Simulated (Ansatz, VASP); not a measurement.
# Mg3BeS: VASP beside Ansatz

The input INCAR:

```
SYSTEM = Mg3BeS
  PREC = Accurate
  ENCUT = 520
  EDIFF = 1E-6
  ISMEAR = 0
  SIGMA = 0.1
  LREAL = .False.
  LASPH = .True.
  NELM = 100
  ALGO = Normal
  ISIF = 2
  LWAVE = .False.
  LCHARG = .False.
  GGA = PE
  NBANDS = 15
```

File KPOINTS:

```
Automatic mesh
0
Gamma
  4 4 4
  0 0 0
```

File POSCAR:

```
Mg3BeS
1.0
    4.4233300000      0.0000000000      0.0000000000
    0.0000000000      4.4233300000      0.0000000000
    0.0000000000      0.0000000000      4.4233300000
Mg Be S
3 1 1
Direct
    0.0000000000      0.5000000000      0.5000000000
    0.5000000000      0.0000000000      0.5000000000
    0.5000000000      0.5000000000      0.0000000000
    0.0000000000      0.0000000000      0.0000000000
    0.5000000000      0.5000000000      0.5000000000
```

Input for Ansatz:

```yaml
crystal:
  lattice:
    - [4.42333, 0.0, 0.0]
    - [0.0, 4.42333, 0.0]
    - [0.0, 0.0, 4.42333]
  atoms:
    - { symbol: Mg, position: [0.0, 0.5, 0.5] }
    - { symbol: Mg, position: [0.5, 0.0, 0.5] }
    - { symbol: Mg, position: [0.5, 0.5, 0.0] }
    - { symbol: Be, position: [0.0, 0.0, 0.0] }
    - { symbol: S, position: [0.5, 0.5, 0.5] }
basis:
  ecutwfc: 420
kpoints:
  mp_grid: { grid: [4, 4, 4] }
hamiltonian:
  xc: pbe
scf:
  occupations: { method: gaussian, width: 0.1 }
  lower_state_search: "off"
output:
  forces: true
  stress: true
  eigenvalues: true
```

Change from the starting cell: species swapped into the Ca3GeN type (Pm-3m, No. 221).

Alike in both runs: task single point; functional PBE; k mesh 4 × 4 × 4; occupations gaussian, width 0.1 eV; no spin polarisation.

|  | VASP | Ansatz |
| --- | --- | --- |
| version | VASP 6.6.1 | Ansatz 0.2.0 |
| potentials or method | VASP PAW PBE potentials, release 64 (Mg, Be, S) | scalar-relativistic, plane waves, PAW |
| plane-wave cutoff (eV) | 520 | 420 |
| valence electrons in the cell | 14 | 38 |

```csv
,VASP,Ansatz,Ansatz less VASP
gap on the k mesh at the Fermi level (eV),none,none,-
pressure (GPa),16.8,16.8,+0.01
```

A gap of «none» marks a metal or a gap that the smearing closes. The functional is the same, so the differences come from potentials, cutoffs and numerics. The two sets of potentials don't hold the same shells in valence.

Caveats: so large a pressure means that the cell lies far from this level's equilibrium, or that cutoff or potentials fall short (VASP).
